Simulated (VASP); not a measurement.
Input:

```
MgI2
1.0
    2.08180    -3.65896     0.00000
    2.08180     3.65896     0.00000
    0.00000     0.00000     6.93112
Mg I
1 2
Cartesian
  0.00000   0.00000   0.00000
  2.08180   1.21965   1.67733
  2.13026  -1.21965   5.25379
```

All values below come from PBE GGA, VASP's PBE PAW potentials (set 64) (plane waves; VASP). Run with 520 eV cut-off, 6×6×3 Γ-centred mesh, Gaussian smearing of 0.050 eV, potentials Mg I.

Question: Which forces act on the atoms, in eV/Å?

Answer: 
| atom | Fx | Fy | Fz |
|---|---|---|---|
| Mg1 | 0.054 | 0.004 | 0.005 |
| I2 | 0.016 | -0.001 | -0.096 |
| I3 | -0.071 | -0.003 | 0.091 |

Question: Give the stress tensor in GPa (positive for a compressed cell).

Answer: 
```
0.47  0.01  0.19
0.01  0.02  0.02
0.19  0.02  0.56
```
The pressure is its mean diagonal, 0.35 GPa.

The compound is MgI2 in the 1T layered structure. The cell was not relaxed at this level, atoms are displaced from their ideal sites. The run is one of a series of settings (ENCUT = 520 against the base run), some of them coarse on purpose.
